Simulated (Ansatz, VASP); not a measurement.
**TiB2 in two plane-wave programs**

Aim: how closely do two programs agree when they are given the same cell, functional and k mesh? The structure shown comes from an earlier Ansatz run, which isn't shown and may have moved the atoms alone.

Calculated with Ansatz 0.2.0; plane waves, with VASP 6.6.1 beside it; elastic constants at PBEsol.

## Step 1: Starting point

It takes space group P6/mmm (No. 191, hexagonal). The conventional cell has a = 3.017 Å, b = 3.017 Å, c = 3.185 Å, α = 90.00°, β = 90.00°, γ = 120.00°. Nearest to Ti lie 12 B at 2.36 Å. Nearest to B lie 3 B at 1.74 Å and 6 Ti at 2.36 Å. Farther neighbours are not listed.

Coordinates:

```cif
data_structure
_symmetry_space_group_name_H-M 'P 1'
_symmetry_Int_Tables_number 1
_cell_length_a 3.0174
_cell_length_b 3.0174
_cell_length_c 3.1848
_cell_angle_alpha 90.000
_cell_angle_beta 90.000
_cell_angle_gamma 120.000
_cell_volume 25.11
loop_
_atom_site_label
_atom_site_type_symbol
_atom_site_fract_x
_atom_site_fract_y
_atom_site_fract_z
_atom_site_occupancy
Ti1 Ti 0.00000 0.00000 0.00000 1
B2 B 0.33333 0.66667 0.50000 1
B3 B 0.66667 0.33333 0.50000 1
```

## Step 2: Ansatz: elastic constants, PBEsol

Ansatz runs on its default PAW (the set named soft_2) files.

Elastic constants are differences of stresses under small strains, so they test the stress and the mesh.

Contents of input.yaml:

```yaml
crystal:
  lattice:
    - [3.0173838522, 0.0, 0.0]
    - [-1.5086919261, 2.613131069, 0.0]
    - [0.0, 0.0, 3.1847547815]
  atoms:
    - { symbol: Ti, position: [0.0, 0.0, 0.0] }
    - { symbol: B, position: [0.3333333333, 0.6666666667, 0.5] }
    - { symbol: B, position: [0.6666666667, 0.3333333333, 0.5] }
kpoints:
  mp_grid: { grid: [24, 24, 18] }
hamiltonian:
  xc: pbesol
scf:
  occupations: { method: methfessel_paxton, width: 0.25 }
output:
  forces: true
  stress: true
  eigenvalues: true
elastic:
  mode: relaxed_ion
  stencil: two_point
  amplitude: 0.01
```

Launch:

```sh
$ ansatz run input.yaml --threads 4 --pin off --max-ram 16384MiB --backend cpu --events-out ev --progress --plain --runs-dir out
```

Numbers of over 12 decimals in the logs are rounded to 6 here.

The log of the run:

```text
Engine: ansatz 0.2.0, aarch64-unknown-linux-gnu
Pseudopotentials: kind: paw
Pseudopotential: Ti, paw, valence charge 12, recommended cutoff 420 eV (normal), Ti.paw.azcp
Pseudopotential: B, paw, valence charge 3, recommended cutoff 420 eV (normal), B.paw.azcp
Functional definition: PBEsol
  exchange = pbesol_x
  correlation = pbesol_c
Crystal: 3 atoms, lattice volume = 25.111 Å³
Basis set: ecut = 420 eV, 503 PW (Γ), exchange–correlation on 48×48×48 points (8 copies of the dense FFT grid, shifted against one another)
Bands: 13, of which v1, the nominal top of the filled ones, is band 9 counted from 1 (8 counted from 0)
Symmetry: 24 space group operations
Space group: P6/mmm (ITA 191), of the structure as read, at distance tolerance 2.9e-5 Å
k-points: 610 of 10368
Non-local potential: Ti, projectors of the file, l = 0: 3, l = 1: 2, l = 2: 3, l = 3: 1
Non-local potential: B, projectors of the file, l = 0: 2, l = 1: 2, l = 2: 1
PAW form: soft (Blöchl's): semilocal exchange-correlation on the pseudo side does not see the compensation charge
PAW frozen core: Ti, regenerated for the run's functional, and the local potential with it (the file was generated under x = pbe(κ = 0.804, μ = 0.219515), c = pbe(β = 0.066725))
PAW frozen core: B, regenerated for the run's functional, and the local potential with it (the file was generated under x = pbe(κ = 0.804, μ = 0.219515), c = pbe(β = 0.066725))
PAW one-centre angular grid: Ti, 590 points (default); XC on 64 Gauss nodes
PAW one-centre angular grid: B, 110 points (default); XC on 64 Gauss nodes
Initial density: superposition of atomic densities (neutral atoms: chi_scale 0, normalization atom), corrected by the library's trained network
Initial wavefunctions: pseudopotential atomic-orbital guess
Functional: x = pbesol(κ = 0.804, μ = 0.123457), c = pbesol(β = 0.046)
SCF iter   1: F=—  HF=-2782.626732 eV  |F-HF|=—  |Δ(HF+E_count)|=         —  Δρ=6.67e-3  dr2=9.06e-3  ethr=1.77e-3  ⟨swp⟩=4.4  Hψ=37536  notcnv=0
preconditioner: auto → none  [metal: Δε(μ)=0.017 eV  Ē_g=8.269 eV  σ=0.250 eV  W_gap=0.06  n_scr=8 (ndim 8)  ℏωp=23.4 eV  f_vac=0.000  D(μ)=0.35/eV (n_scr^D=0)  sad-step TF]
SCF iter   2: F=—  HF=-2782.623693 eV  |F-HF|=—  |Δ(HF+E_count)|=   3.04e-3  S|Δr|=    0.00e0  Δρ=3.37e-3  dr2=3.07e-3  ethr=5.03e-5  ⟨swp⟩=1.6  Hψ=15284  notcnv=0
SCF iter   3: F=—  HF=-2782.622530 eV  |F-HF|=—  |Δ(HF+E_count)|=   1.16e-3  S|Δr|=    0.00e0  Δρ=3.18e-4  dr2=2.49e-5  ethr=1.70e-5  ⟨swp⟩=2.0  Hψ=11036  notcnv=0
SCF iter   4: F=—  HF=-2782.622528 eV  |F-HF|=—  |Δ(HF+E_count)|=   2.10e-6  S|Δr|=    0.00e0  Δρ=5.24e-5  dr2=5.17e-7  ethr=1.39e-7  ⟨swp⟩=2.9  Hψ=12458  notcnv=0
SCF iter   5: F=—  HF=-2782.622529 eV  |F-HF|=—  |Δ(HF+E_count)|=   1.26e-6  S|Δr|=    0.00e0  Δρ=7.61e-6  dr2=1.30e-8  ethr=2.87e-9  ⟨swp⟩=2.5  Hψ=11211  notcnv=0
SCF iter   6: F=—  HF=-2782.622529 eV  |F-HF|=—  |Δ(HF+E_count)|=   2.94e-9  S|Δr|=    0.00e0  Δρ=8.82e-7  dr2=9.14e-11  ethr=7.22e-11  ⟨swp⟩=2.2  Hψ=11667  notcnv=0
SCF iter   7: F=—  HF=-2782.622529 eV  |F-HF|=—  |Δ(HF+E_count)|=  1.14e-11  S|Δr|=    0.00e0  Δρ=7.51e-8  dr2=4.46e-13  ethr=5.08e-13 (applied; sched 1.00e-12)  ⟨swp⟩=2.1  Hψ=13167  notcnv=0
SCF iter   8: F=-2782.622529 eV  HF=-2782.622529 eV  |F-HF|=4.55e-13  |Δ(HF+E_count)|=  4.55e-13  S|Δr|=    0.00e0  Δρ=8.34e-9  dr2=9.66e-15  ethr=1.00e-12  ⟨swp⟩=4.0  Hψ=23881  notcnv=0
SCF 1 converged in 8 iterations: F = -2782.622529 eV  dr2 = 9.66e-15
  greatest PAW one-centre occupation: 0.999 electrons in one spin orbital (limit 2), on the Ti atom at site 0 (counted from 0), in its partial waves of l = 0
Crystal: 3 atoms, lattice volume = 24.860 Å³
Basis set: ecut = 420 eV, 471 PW (Γ), exchange–correlation on 48×48×48 points (8 copies of the dense FFT grid, shifted against one another)
Symmetry: 8 space group operations
k-points: 1570 of 10368
Initial density: handed on by an earlier stage of this run
Initial wavefunctions: pseudopotential atomic-orbital guess (no wavefunctions were taken with the density)
iter 1 solved again at ethr=4.61e-4 eV; its pass at ethr=3.10e-3 eV (dr2=8.29e-2 eV) is discarded
SCF iter   1: F=—  HF=-2782.642076 eV  |F-HF|=—  |Δ(HF+E_count)|=         —  Δρ=2.14e-2  dr2=8.27e-2  ethr=4.61e-4  ⟨swp⟩=1.0  Hψ=127990  notcnv=0
preconditioner: auto → none  [metal: Δε(μ)=0.003 eV  Ē_g=8.469 eV  σ=0.250 eV  W_gap=0.01  n_scr=8 (ndim 8)  ℏωp=23.6 eV  f_vac=0.000  D(μ)=0.35/eV (n_scr^D=0)]
SCF iter   2: F=—  HF=-2782.618466 eV  |F-HF|=—  |Δ(HF+E_count)|=   2.36e-2  S|Δr|=    0.00e0  Δρ=5.91e-3  dr2=5.63e-3  ethr=4.59e-4  ⟨swp⟩=2.8  Hψ=37702  notcnv=0
SCF iter   3: F=—  HF=-2782.617057 eV  |F-HF|=—  |Δ(HF+E_count)|=   1.41e-3  S|Δr|=    0.00e0  Δρ=8.21e-4  dr2=5.32e-5  ethr=3.13e-5  ⟨swp⟩=2.8  Hψ=32418  notcnv=0
[...]
SCF 16 converged in 4 iterations: F = -2782.620360 eV  dr2 = 4.44e-15
iter 1 solved again at ethr=8.42e-5 eV; its pass at ethr=3.10e-3 eV (dr2=1.52e-2 eV) is discarded
SCF iter   1: F=—  HF=-2782.627209 eV  |F-HF|=—  |Δ(HF+E_count)|=         —  Δρ=1.05e-2  dr2=1.52e-2  ethr=8.42e-5  ⟨swp⟩=1.0  Hψ=221187  notcnv=0
SCF iter   2: F=—  HF=-2782.620911 eV  |F-HF|=—  |Δ(HF+E_count)|=   6.30e-3  S|Δr|=    0.00e0  Δρ=3.34e-3  dr2=1.48e-3  ethr=8.42e-5  ⟨swp⟩=1.4  Hψ=43906  notcnv=0
[...]
relax step   2: F+E_penalty+E_count = -2782.62036021 eV  Δ(F+E_penalty+E_count) = -4.888e-9 eV  max|allowed force component| = 3.034e-4 eV/Å  Δτ_max = 0.0000 Å  (4 SCF iters, accepted)
[...]
relax step   3: F+E_penalty+E_count = -2782.62036021 eV  Δ(F+E_penalty+E_count) = -2.861e-9 eV  max|allowed force component| = 3.210e-6 eV/Å  Δτ_max = 0.0000 Å  (4 SCF iters, accepted)
iter 1 solved again at ethr=1.00e-12 eV; its pass at ethr=3.10e-3 eV (dr2=2.86e-12 eV) is discarded
SCF iter   1: F=—  HF=-2782.620360 eV  |F-HF|=—  |Δ(HF+E_count)|=         —  Δρ=2.13e-7  dr2=2.91e-12  ethr=1.00e-12  ⟨swp⟩=2.2  Hψ=224556  notcnv=0
SCF iter   2: F=—  HF=-2782.620360 eV  |F-HF|=—  |Δ(HF+E_count)|=   3.60e-7  S|Δr|=    0.00e0  Δρ=1.14e-7  dr2=8.70e-13  ethr=1.62e-14 (applied; sched 1.00e-12)  ⟨swp⟩=3.1  Hψ=79729  notcnv=0
SCF iter   3: F=—  HF=-2782.620360 eV  |F-HF|=—  |Δ(HF+E_count)|=  9.09e-13  S|Δr|=    0.00e0  Δρ=7.73e-8  dr2=3.93e-13  ethr=4.84e-15 (applied; sched 1.00e-12)  ⟨swp⟩=1.0  Hψ=35282  notcnv=0
SCF iter   4: F=-2782.620360 eV  HF=-2782.620360 eV  |F-HF|=9.09e-13  |Δ(HF+E_count)|=  9.09e-13  S|Δr|=    0.00e0  Δρ=8.71e-9  dr2=4.44e-15  ethr=1.00e-12  ⟨swp⟩=2.3  Hψ=108570  notcnv=0
SCF 20 converged in 4 iterations: F = -2782.620360 eV  dr2 = 4.44e-15
SCF converged after 8 iterations
Stability not checked: this state was not tested for a lower state beside it, because cold or Methfessel-Paxton smearing, or corrected tetrahedra, fill the levels in a way that the test cannot read (fill_not_monotonic; see scf.lower_state_search)
Free energy (F): -2782.622529 eV
Harris-Foulkes:  -2782.622529 eV  (|F-HF|=4.55e-13)
Internal energy: -2782.623089 eV  (E = F + TS)
E sigma→0 (E₀):  -2782.622669 eV
Entropy (-TS):   0.000560 eV (0.187 meV/atom)
Fermi energy:    15.462515 eV
--- Per-component energies (eV) ---
  E_band       = -87.588188
  E_kinetic    = 377.257959
  E_local      = -775.720516  (includes V_loc(G=0)·N_el)
  E_nonlocal   = 30.178528
  E_hartree    = 329.723054
  E_xc         = -164.670161
  E_vxc        = -202.997541  (∫ρ·V_xc dr)
  E_paw        = -1173.366285  (= ΣΔE_a)
  E_vpaw       = -175.752812  (= ΣTr[D̂ρ^β])
  E_aug_tail   = 0.000083  (compensation charges beyond the density's cutoff)
  E_ewald      = -1406.194557
  E_core_change = 0.168806  (= ΣΔE_core)
  E_smearing   = 0.000560  (= −TS)
  E_closure    = -0.000000  (closes the sum)
  Σ components = -2782.622529   (vs F -2782.622529, Δ=0.00e0)
--- Forces (eV/Å), atoms counted from 1 ---
  atom   1  Ti     0.00000000     0.00000000     0.00000000
  atom   2  B     -0.00000000     0.00000000     0.00000000
  atom   3  B     -0.00000000    -0.00000000     0.00000000
  max |Σ_I F_I| component: 3.70e-17 eV/Å
--- Stress (GPa, compression-positive) ---
       -0.000631      -0.000000       0.000000
        0.000000      -0.000631       0.000000
        0.000000       0.000000      -0.001633
  P = ⅓ Tr σ = -0.0010 GPa (-0.010 kbar)
--- Band table (eV; the first three rows and the last of 610) ---
  k-point 0: bands = [... 5 lower, 12.7179, 12.7179, 13.2245, 13.2506, 17.4021, 17.4021, 19.2754, 19.2754]
  k-point 1: bands = [... 5 lower, 12.5275, 12.7519, 12.7519, 13.9041, 17.2794, 17.2794, 19.1986, 19.1986]
  k-point 2: bands = [... 5 lower, 11.7835, 12.8531, 12.8531, 14.5249, 16.9721, 16.9721, 18.9756, 18.9756]
  k-point 609: bands = [... 5 lower, 6.7987, 9.6926, 12.2102, 12.2102, 18.0787, 19.8987, 19.8987, 20.0916]
--- Elastic constants: 3 strain directions × 2 members + reference (group order 24) ---
  dense FFT box of the reference and of every strained cell: 24×24×24
  strains applied: 11, 33, 23; error gains: componentwise 1.00 (the most a stress slope's error grows in a printed constant), spectral 1.41 (1 for all six strains in a standard setting)
  C = ∂σ_k/∂η_j (tension-positive GPa; Voigt order 11 22 33 23 13 12):
       677.837     70.064    110.416      0.000      0.000     -0.000
        70.064    677.837    110.416      0.000      0.000      0.000
       110.448    110.448    475.649      0.000      0.000      0.000
         0.000      0.000      0.000    276.332     -0.000      0.000
         0.000      0.000      0.000     -0.000    276.332      0.000
        -0.000      0.000      0.000      0.000      0.000    303.886
  reference stress σ⁰ (GPa):      0.001      0.001      0.002     -0.000     -0.000      0.000
  C* (energy form; C + prestress term) asymmetry max|C*_kj − C*_jk| = 3.393e-2 GPa — a small one proves nothing (zero by symmetry where the batch's group is 432, −43m or m−3m); a large one is finite-difference/SCF noise where every solve meets its electron count
  moduli (Voigt/Reuss/Hill, GPa): K = 268.13/263.50/265.82   G = 274.00/267.75/270.87   E = 606.58   ν = 0.120
  mechanically stable: yes (min eigenvalue of sym C = 276.33 GPa)
  the stresses are not corrected for the forces that the relaxations left standing (`elastic.f_tol`)
  strain η (Voigt 11):  stress-route row diagonal C_11 = 677.84 GPa, energy-path curvature d²(F+E_count+ΔE)/dδ²/Ω₀ = 677.73 GPa
         δ    σ_11 (GPa)             F (eV)   n_scf  n_hpsi   n_pw
    -1.000e-2      -6.9662       -2782.6171177       4  276839    504   relax 4 steps, max|allowed force component| 2.27e-5 eV/Å
     1.000e-2       6.5905       -2782.6173154       5  290220    510   relax 3 steps, max|allowed force component| 4.19e-6 eV/Å
  strain η (Voigt 33):  stress-route row diagonal C_33 = 475.65 GPa, energy-path curvature d²(F+E_count+ΔE)/dδ²/Ω₀ = 475.52 GPa
         δ    σ_33 (GPa)             F (eV)   n_scf  n_hpsi   n_pw
    -1.000e-2      -4.8786       -2782.6187317       7  140152    507   relax 0 steps, max|allowed force component| 2.10e-16 eV/Å
     1.000e-2       4.6344       -2782.6188595       6  123362    513   relax 0 steps, max|allowed force component| 1.79e-16 eV/Å
  strain η (Voigt 23):  stress-route row diagonal C_44 = 276.33 GPa, energy-path curvature d²(F+E_count+ΔE)/dδ²/Ω₀ = 276.34 GPa
         δ    σ_23 (GPa)             F (eV)   n_scf  n_hpsi   n_pw
    -1.000e-2      -2.7633       -2782.6203602       4  483255    508   relax 3 steps, max|allowed force component| 3.21e-6 eV/Å
     1.000e-2       2.7633       -2782.6203602       4  483625    508   relax 3 steps, max|allowed force component| 3.21e-6 eV/Å
```

In the SCF lines HF is the Harris–Foulkes energy and dr2 the Hartree energy of the density residual, in eV; the loop may stop once dr2 is under the threshold and the program's other checks hold. Hψ counts applications of the Hamiltonian.

(Part 1 of 2 ends here.)

[Lines on the potential files, build, host, timing and source positions are cut from VASP's logs without a mark.]

[Logs are printed without paths, hosts, clocks, repeated set-up lines and the standing remarks that a program may print on its own settings, such as how far it seeks lower states.]

[Hosts, paths, dates, database ids (printed as entryN), source tags and the programs' standing remarks are cut or masked in the printed files.]
